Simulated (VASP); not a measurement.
A run of VASP 6.6.1:

The input POSCAR:

```
GeH3N
1.0
   11.0000000000      0.0000000000      0.0000000000
    0.0000000000     13.0000000000      0.0000000000
    0.0000000000      0.0000000000     10.0000000000
N Ge H
1 1 3
Direct
    0.4933636400      0.4439384600      0.5154400000
    0.5909000000      0.5559076900      0.5316800000
    0.5174272700      0.3747230800      0.5522300000
    0.4114636400      0.4425615400      0.4704500000
    0.4964363600      0.6285076900      0.4545700000
```

Contents of INCAR.step1:

```
SYSTEM = GeH3N
ALGO = Normal
EDIFF = 1E-5
ENCUT = 520
GGA = PE
ISIF = 2
ISMEAR = 0
LASPH = .True.
LREAL = .False.
LWAVE = .True.
NELM = 60
PREC = Accurate
SIGMA = 0.01
```

File INCAR.step2:

```
SYSTEM = GeH3N
AEXX = 0.25
ALGO = Normal
EDIFF = 1E-6
ENCUT = 520
HFRCUT = -1
ISIF = 2
ISMEAR = 0
ISTART = 1
IVDW = 12
LASPH = .True.
LCHARG = .True.
LELF = .True.
LHFCALC = .True.
LMIXTAU = .True.
LREAL = .False.
LVACPOTAV = .True.
LVHAR = .True.
LWAVE = .False.
METAGGA = R2SCAN
NELM = 60
PREC = Accurate
PRECFOCK = Fast
SIGMA = 0.01
VDW_A1 = 0.4534
VDW_A2 = 5.8972
VDW_S6 = 1.0
VDW_S8 = 1.1846
```

KPOINTS

```
k-points
0
Gamma
  1 1 1
  0 0 0
```

Potentials or basis: VASP PAW PBE potentials, release 64 (N, Ge_d, H).

Run with:

```sh
$ cat potpaw_PBE.64/N/POTCAR potpaw_PBE.64/Ge_d/POTCAR potpaw_PBE.64/H/POTCAR > POTCAR
$ cp INCAR.step1 INCAR
$ mpirun -np 1 vasp_gam > vasp.out
$ cp INCAR.step2 INCAR
$ mpirun -np 1 vasp_gam > vasp.out
```

Hardware: 1 thread of Intel(R) Xeon(R) 6975P-C (Granite Rapids), with other jobs on the host.

Question: Estimate the wall time of this run.

Answer: Run time: 6.9 min on 1 thread of Intel(R) Xeon(R) 6975P-C (Granite Rapids) (shared host), peak memory 1.3 GiB. Counts: scf iterations 45, k points 1.
